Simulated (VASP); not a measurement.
Crystal: Sn.

```
Sn
1.0
     0.00000    3.28499    3.28499
     3.28499    0.00000    3.28499
     3.28499    3.28499    0.00000
Sn
2
Direct
  0.50000 0.50000 0.50000
  0.75000 0.75000 0.75000
```

This isn't the form of Sn at room conditions, which is tetragonal (white tin).

| Item | Value |
| --- | --- |
| Program | VASP 6.6.1 |
| Task | relaxation of cell and atoms |
| Functional | LDA |
| Potentials or basis | VASP PAW LDA potentials, release 64 (Sn_d) |
| Cutoff | 600 eV |
| k mesh | 12 × 12 × 12 |
| Occupations | gaussian, width 0.1 eV |
| Spin | no spin polarisation |

At the start: pressure -1.7 GPa; volume 35.45 Å³/atom.

Question: How do energy, volume and symmetry change on relaxing?

Answer: Over 3 steps the energy falls by 8.5 meV/atom and the volume is 33.95 Å³/atom (-4.2 %); space group Fd-3m (No. 227, to 0.05 Å).

Step by step:
```csv
step,energy change (eV),largest force (eV/Å),pressure (GPa),volume (Å³)
1,0.0000,0.0000,-1.74,70.90
2,-0.0154,0.0000,0.61,67.02
3,-0.0170,0.0000,0.01,67.90
```

Final structure:
```
Sn
1.0
     0.00000    3.23796    3.23796
     3.23796    0.00000    3.23796
     3.23796    3.23796    0.00000
Sn
2
Direct
  0.50000 0.50000 0.50000
  0.75000 0.75000 0.75000
```
